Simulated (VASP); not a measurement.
OSZICAR of a VASP run on Ni$_{3}$Fe (L1_2):

### OSZICAR
```
       N       E                     dE             d eps       ncg     rms          rms(c)
DAV:   1     0.240774305405E+03    0.24077E+03   -0.17316E+04  3564   0.213E+03
DAV:   2    -0.183699633035E+02   -0.25914E+03   -0.25090E+03  3556   0.375E+02
DAV:   3    -0.323156496052E+02   -0.13946E+02   -0.13145E+02  3667   0.120E+02
DAV:   4    -0.325311592370E+02   -0.21551E+00   -0.21410E+00  3677   0.152E+01
DAV:   5    -0.325370798964E+02   -0.59207E-02   -0.59192E-02  5001   0.210E+00    0.223E+01
DAV:   6    -0.289082764577E+02    0.36288E+01   -0.47755E+01  3627   0.105E+02    0.170E+01
DAV:   7    -0.309834209346E+02   -0.20751E+01   -0.17277E+01  4119   0.107E+02    0.244E+01
DAV:   8    -0.275705868008E+02    0.34128E+01   -0.14652E+01  4158   0.562E+01    0.477E+00
DAV:   9    -0.276460119095E+02   -0.75425E-01   -0.60210E-01  3952   0.977E+00    0.312E+00
DAV:  10    -0.276165275010E+02    0.29484E-01   -0.84772E-02  4575   0.770E+00    0.148E+00
DAV:  11    -0.276109744029E+02    0.55531E-02   -0.25669E-02  5519   0.222E+00    0.869E-01
DAV:  12    -0.276122030913E+02   -0.12287E-02   -0.39763E-03  4632   0.146E+00    0.280E-01
DAV:  13    -0.276122430122E+02   -0.39921E-04   -0.11060E-03  4516   0.510E-01    0.978E-02
DAV:  14    -0.276122780716E+02   -0.35059E-04   -0.13372E-04  4354   0.180E-01    0.733E-02
DAV:  15    -0.276122771087E+02    0.96285E-06   -0.50367E-05  4322   0.176E-01    0.121E-02
DAV:  16    -0.276122775129E+02   -0.40416E-06   -0.91463E-06  4408   0.296E-02    0.777E-03
DAV:  17    -0.276122776049E+02   -0.91951E-07   -0.92777E-07  3871   0.213E-02
   1 F= -.27612278E+02 E0= -.27611615E+02  d E =-.198643E-02  mag=     4.6090
```

Which electronic solver shows in the log?

It is blocked Davidson (ALGO = Normal, or the opening steps of other solvers). The INCAR had ALGO = Normal.

How was spin treated?

Collinear spin (ISPIN = 2): the summary line carries one mag value, 4.61 μB in the cell.

Can the final energy be trusted as converged?

The calculation finished and met its thresholds. It stopped with EDIFF = 1E-7, NELM = 100 (PBEsol GGA, plane waves, VASP's PBE PAW potentials (set 64)).

The compound is Ni3Fe in the L1_2 structure. This cell is one point of a volume scan, at 1.03 of the reference volume.
